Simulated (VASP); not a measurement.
Method: LDA (Ceperley-Alder, Perdew-Zunger), VASP's LDA PAW potentials (set 64) (plane waves; VASP).

Input for VASP

POSCAR:
```
Ga2O3
1
    2.5244370000     1.4574840000     4.5297310000
   -2.5244370000     1.4574840000     4.5297310000
    0.0000000000    -2.9149680000     4.5297310000
Ga O
4 6
Direct
  0.8555900000   0.8555900000   0.8555900000
  0.1444100000   0.1444100000   0.1444100000
  0.6444100000   0.6444100000   0.6444100000
  0.3555900000   0.3555900000   0.3555900000
  0.7500000000   0.4468400000   0.0531600000
  0.2500000000   0.5531600000   0.9468400000
  0.0531600000   0.7500000000   0.4468400000
  0.9468400000   0.2500000000   0.5531600000
  0.4468400000   0.0531600000   0.7500000000
  0.5531600000   0.9468400000   0.2500000000
```

**INCAR**
```
# general
SYSTEM  = Ga2O3
PREC    = Accurate
ENCUT   = 400
LREAL   = .False.
LASPH   = .True.

# electronic loop
EDIFF   = 1E-6
NELM    = 100
ALGO    = Normal
LMAXMIX = 4

# smearing
ISMEAR  = 0
SIGMA   = 0.01

# ions
ISIF    = 2

# output
LWAVE   = .False.
LCHARG  = .False.
```

File KPOINTS:
```
Automatic mesh
0
Gamma
6 6 6
0.5 0.5 0.5
```

POTCAR, in this order: Ga_d O (LDA.64 set). Program: vasp_std.

The run wrote:

OUTCAR:
```
 ion  position               nearest neighbor table
   1  0.856  0.856  0.856-   8 1.95  10 1.95   6 1.95   5 2.10   7 2.10   9 2.10   3 2.87
   2  0.144  0.144  0.144-   7 1.95   9 1.95   5 1.95   8 2.10   6 2.10  10 2.10   4 2.87
   3  0.644  0.644  0.644-   6 1.95  10 1.95   8 1.95   5 2.10   7 2.10   9 2.10   1 2.87
   4  0.356  0.356  0.356-   5 1.95   9 1.95   7 1.95   8 2.10   6 2.10  10 2.10   2 2.87
   5  0.750  0.447  0.053-   4 1.95   2 1.95   3 2.10   1 2.10
   6  0.250  0.553  0.947-   3 1.95   1 1.95   2 2.10   4 2.10
   7  0.053  0.750  0.447-   2 1.95   4 1.95   3 2.10   1 2.10
   8  0.947  0.250  0.553-   1 1.95   3 1.95   2 2.10   4 2.10
   9  0.447  0.053  0.750-   2 1.95   4 1.95   3 2.10   1 2.10
  10  0.553  0.947  0.250-   1 1.95   3 1.95   2 2.10   4 2.10
  LATTYP: Found a trigonal (rhomboedric) cell.
 ALAT       =     5.3866041909
 COS(alpha) =     0.5607326338
 Subroutine PRICEL returns:
 Original cell was already a primitive cell.
 Subroutine GETGRP returns: Found 12 space group operations
The static configuration has the point symmetry S_6 .
 The point group associated with its full space group is D_3d.
The dynamic configuration has the point symmetry S_6 .
 Subroutine INISYM returns: Found 12 space group operations
 Subroutine IBZKPT returns following result:
 Found     28 irreducible k-points:

 Following reciprocal coordinates:
            Coordinates               Weight
  0.083333  0.083333  0.083333      2.000000
  0.250000  0.083333  0.083333      6.000000
  0.416667  0.083333  0.083333      6.000000
 -0.416667  0.083333  0.083333      6.000000
 -0.250000  0.083333  0.083333      6.000000
 -0.083333  0.083333  0.083333      6.000000
  0.250000  0.250000  0.083333      6.000000
  0.416667  0.250000  0.083333     12.000000
 -0.416667  0.250000  0.083333     12.000000
 -0.250000  0.250000  0.083333     12.000000
 -0.083333  0.250000  0.083333     12.000000
  0.416667  0.416667  0.083333      6.000000
 -0.416667  0.416667  0.083333     12.000000
 -0.250000  0.416667  0.083333     12.000000
 -0.083333  0.416667  0.083333     12.000000
 -0.416667 -0.416667  0.083333      6.000000
 -0.250000 -0.416667  0.083333     12.000000
 -0.250000 -0.250000  0.083333      6.000000
  0.250000  0.250000  0.250000      2.000000
  0.416667  0.250000  0.250000      6.000000
 -0.416667  0.250000  0.250000      6.000000
 -0.250000  0.250000  0.250000      6.000000
  0.416667  0.416667  0.250000      6.000000
 -0.416667  0.416667  0.250000     12.000000
 -0.250000  0.416667  0.250000     12.000000
 -0.416667 -0.416667  0.250000      6.000000
  0.416667  0.416667  0.416667      2.000000
 -0.416667  0.416667  0.416667      6.000000
   k-points           NKPTS =     28   k-points in BZ     NKDIM =     28   number of bands    NBANDS=     52
   number of dos      NEDOS =    301   number of ions     NIONS =     10
   total plane-waves  NPLWV =  46656
   dimension x,y,z NGX =    36 NGY =   36 NGZ =   36
   dimension x,y,z NGXF=    72 NGYF=   72 NGZF=   72
   ions per type =               4   6
   PREC   = accura    normal or accurate (medium, high low for compatibility)
   ISTART =      0    job   : 0-new  1-cont  2-samecut
   ICHARG =      2    charge: 1-file 2-atom 10-const
   ISPIN  =      1    spin polarized calculation?
   LNONCOLLINEAR =      F non collinear calculations
   LSORBIT =      F    spin-orbit coupling
   INIWAV =      1    electr: 0-lowe 1-rand  2-diag
   ENCUT  =  400.0 eV  29.40 Ry    5.42 a.u.   8.78  8.78  8.78*2*pi/ulx,y,z
   NELM   =    100;   NELMIN=  2; NELMDL= -5     # of ELM steps
   EDIFF  = 0.1E-05   stopping-criterion for ELM
   LREAL  =      F    real-space projection
   NLSPLINE    = F    spline interpolate recip. space projectors
   LMAXMIX     =    4 max onsite mixed and CHGCAR
   VOSKOWN=      0    Vosko Wilk Nusair interpolation
   EDIFFG = 0.1E-04   stopping-criterion for IOM
...
```

OSZICAR:
```
       N       E                     dE             d eps       ncg     rms          rms(c)
DAV:   1     0.107625225850E+04    0.10763E+04   -0.34670E+04  3276   0.269E+03
DAV:   2     0.140969394942E+03   -0.93528E+03   -0.89833E+03  3160   0.709E+02
DAV:   3    -0.605769796261E+02   -0.20155E+03   -0.19572E+03  3332   0.234E+02
DAV:   4    -0.758755241495E+02   -0.15299E+02   -0.15160E+02  3908   0.707E+01
DAV:   5    -0.762922060151E+02   -0.41668E+00   -0.41567E+00  3616   0.116E+01    0.161E+01
DAV:   6    -0.683639906011E+02    0.79282E+01   -0.31524E+01  5376   0.592E+01    0.481E+00
DAV:   7    -0.683433746017E+02    0.20616E-01   -0.24479E+00  3188   0.927E+00    0.312E+00
DAV:   8    -0.682335298102E+02    0.10984E+00   -0.48714E-01  4032   0.474E+00    0.111E+00
DAV:   9    -0.682096430995E+02    0.23887E-01   -0.14565E-01  4344   0.411E+00    0.136E-01
DAV:  10    -0.682101752890E+02   -0.53219E-03   -0.95918E-03  4100   0.936E-01    0.473E-02
DAV:  11    -0.682101780710E+02   -0.27820E-05   -0.98974E-04  3736   0.387E-01    0.187E-02
DAV:  12    -0.682101901622E+02   -0.12091E-04   -0.16357E-04  3524   0.949E-02    0.132E-02
DAV:  13    -0.682101892461E+02    0.91614E-06   -0.19448E-05  3896   0.241E-02    0.225E-03
DAV:  14    -0.682101891723E+02    0.73784E-07   -0.11016E-06  1872   0.756E-03
   1 F= -.68210189E+02 E0= -.68210189E+02  d E =-.710910E-38
```

### OUTCAR
```
------------------------ aborting loop because EDIFF is reached ----------------------------------------
  FORCE on cell =-STRESS in cart. coord.  units (eV):
  Direction    XX          YY          ZZ          XY          YZ          ZX
  --------------------------------------------------------------------------------------
  Total      -10.8872382    -10.8872325    -10.2687626      0.0000000      0.0000000     -0.0000000
  in kB     -174.4360768   -174.4359855   -164.5268197      0.0000000      0.0000000     -0.0000000
  external PRESSURE =    -171.1329607 kB  Pullay stress =       0.0000000 kB
  volume of cell :      100.00
      direct lattice vectors                 reciprocal lattice vectors
     2.524437000  1.457484000  4.529731000     0.198063964  0.114352313  0.073587887
    -2.524437000  1.457484000  4.529731000    -0.198063964  0.114352313  0.073587887
     0.000000000 -2.914968000  4.529731000     0.000000000 -0.228704626  0.073587887
 POSITION                                       TOTAL-FORCE (eV/Angst)
 -----------------------------------------------------------------------------------
      0.00000      0.00000     11.62678         0.000000      0.000000     -0.015548
      0.00000      0.00000      1.96242         0.000000      0.000000      0.015548
      0.00000      0.00000      8.75701         0.000000      0.000000      0.015548
      0.00000      0.00000      4.83218         0.000000      0.000000     -0.015548
      0.76531      1.58942      5.66216        -0.019144      0.033158     -0.000000
     -0.76531     -1.58942      7.92703         0.019144     -0.033158     -0.000000
     -1.75913     -0.13193      5.66216        -0.019144     -0.033158     -0.000000
      1.75913      0.13193      7.92703         0.019144      0.033158     -0.000000
      0.99382     -1.45748      5.66216         0.038288      0.000000     -0.000000
     -0.99382      1.45748      7.92703        -0.038288      0.000000     -0.000000
 -----------------------------------------------------------------------------------
    total drift:                                0.000000      0.000000      0.000000
  FREE ENERGIE OF THE ION-ELECTRON SYSTEM (eV)
  ---------------------------------------------------
  free  energy   TOTEN  =       -68.2101891723 eV

  energy  without entropy=      -68.2101891723  energy(sigma->0) =      -68.21018917
```
(Selected blocks of OUTCAR.)

At this cut-off the stress carries a Pulay error, which pulls relaxed volumes low.

The structure comes from a computed database's Ga2O3 entry; how it stands against other phases isn't given here. The cell was not relaxed at this level.
